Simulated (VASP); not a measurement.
Here is the system:

```yaml
crystal:
  lattice:
    - [5.52674, 0.00000, 0.00000]
    - [0.00000, 5.52674, 0.00000]
    - [0.00000, 0.00000, 5.52674]
  atoms:
    - { symbol: Cs, position: [0.00000, 0.00000, 0.00000] }
    - { symbol: Pb, position: [0.50000, 0.50000, 0.50000] }
    - { symbol: Cl, position: [0.50000, 0.00000, 0.50000] }
    - { symbol: Cl, position: [0.00000, 0.50000, 0.50000] }
    - { symbol: Cl, position: [0.50000, 0.50000, 0.00000] }
```

These are LDA (Ceperley-Alder, Perdew-Zunger) with spin-orbit coupling, VASP's LDA PAW potentials (set 64) (plane waves; VASP) values and carry that method's errors. Numerical set-up: 400 eV cut-off, 4×4×4 Γ-centred mesh, Gaussian smearing of 0.050 eV, potentials Cs_sv Pb_d Cl.

### Question
Give the energies of bands 37 to 50 at the high-symmetry points, in eV from the valence-band maximum.

### Answer

```
band      Γ      X      M      R
----  -----  -----  -----  -----
37    -2.98  -3.05  -3.21  -2.56
38    -2.98  -3.05  -3.21  -2.56
39    -2.96  -3.04  -3.05  -2.50
40    -2.96  -3.04  -3.05  -2.50
41    -2.81  -2.97  -2.53  -2.50
42    -2.81  -2.97  -2.53  -2.50
43    -2.81  -1.86  -0.90   0.00
44    -2.81  -1.86  -0.90   0.00
45     2.71   2.47   1.44   0.45
46     2.71   2.47   1.44   0.45
47     3.65   4.09   2.67   1.92
48     3.65   4.09   2.67   1.92
49     3.65   4.67   4.71   1.92
50     3.65   4.68   4.73   1.92
```

The gap is direct, 0.45 eV, from the valence maximum at R to the conduction minimum at R.

The compound is CsPbCl3 in the cubic perovskite structure, the ideal cubic form; the compound distorts at low or room temperature. It was relaxed first.
